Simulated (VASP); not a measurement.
An input for Quantum ESPRESSO's pw.x (written as the equivalent of a VASP run, and not itself run):

```
&CONTROL
  calculation = 'vc-relax'
  pseudo_dir = './pseudo'
  outdir = './out'
  tprnfor = .true.
  tstress = .true.
  nstep = 40
  forc_conv_thr = 0.00078
/
&SYSTEM
  ibrav = 0
  nat = 2
  ntyp = 2
  ecutwfc = 80
  occupations = 'smearing'
  smearing = 'gaussian'
  degauss = 0.003675
  input_dft = 'pbesol'
/
&ELECTRONS
  conv_thr = 7.3e-08
  electron_maxstep = 100
/
&IONS
/
&CELL
  press = 100
/
ATOMIC_SPECIES
  Ga 69.723 Ga.upf
  P 30.974 P.upf
CELL_PARAMETERS angstrom
    -0.0000000    2.6336860    2.6336860
     2.6336860    0.0000000    2.6336860
     2.6336860    2.6336860    0.0000000
ATOMIC_POSITIONS crystal
  Ga   0.0000000  0.0000000  0.0000000
  P    0.2500000  0.2500000  0.2500000
K_POINTS automatic
  9 9 9 0 0 0
```

Task: Write the VASP files for the same calculation (PBEsol).

Result: One answer among several that fit: 
**POSCAR**
```
GaP
1
   -0.0000000000     2.6336860328     2.6336860328
    2.6336860328     0.0000000000     2.6336860328
    2.6336860328     2.6336860328     0.0000000000
Ga P
1 1
Direct
  0.0000000000   0.0000000000   0.0000000000
  0.2500000000   0.2500000000   0.2500000000
```

**KPOINTS**
```
Automatic mesh
0
Gamma
9 9 9
0 0 0
```

**INCAR**
```
SYSTEM = GaP
PREC = Accurate; ENCUT = 500; LREAL = .FALSE.
LASPH = .TRUE.
EDIFF = 1E-6; NELM = 100; ALGO = Normal
LMAXMIX = 4
ISMEAR = 0; SIGMA = 0.05
GGA = PS
IBRION = 2; NSW = 40; ISIF = 3
EDIFFG = -0.02; PSTRESS = 100
LWAVE = .FALSE.; LCHARG = .FALSE.
```

POTCAR, in this order: Ga_d P (PBE.64 set). Program: vasp_std.

Limits of the translation: the potentials are each code's own (VASP's PAW set, PseudoDojo norm-conserving files in pw.x), so ENCUT and ecutwfc are chosen apart and not converted; conv_thr bounds pw.x's estimated SCF error, while EDIFF bounds the energy change between steps; forc_conv_thr acts on force components and is met together with etot_conv_thr.

The compound is GaP in the zinc blende structure. It was relaxed first under an external pressure of 10 GPa.
